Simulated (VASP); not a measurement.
Given:

```xyz
2
Lattice="4.5384 0.0000 0.0000 0.0000 4.5384 0.0000 0.0000 0.0000 4.5384" Properties=species:S:1:pos:R:3 pbc="T T T"
Cs     0.0000     0.0000     0.0000
I      2.2692     2.2692     2.2692
```

Computed with rev-vdW-DF2, VASP's PBE PAW potentials (set 64) (plane waves; VASP 6.6.1). Run with 520 eV cut-off, Gaussian smearing of 0.050 eV, potentials Cs_sv I.

Unless said otherwise, spin-orbit coupling is left out, though it shifts the bands of the heavy elements here.

**Question.** Estimate the band gap (along the path) with the smallest direct gap where there is one.

**Answer.** 
```
Item                                   Result
------------------------------------  -------
band gap (along the path)             3.81 eV
smallest direct gap (along the path)  3.90 eV
```

Total energies compare only between runs with the same potentials, cut-off and functional.

The compound is CsI in the CsCl type structure. It was relaxed first.
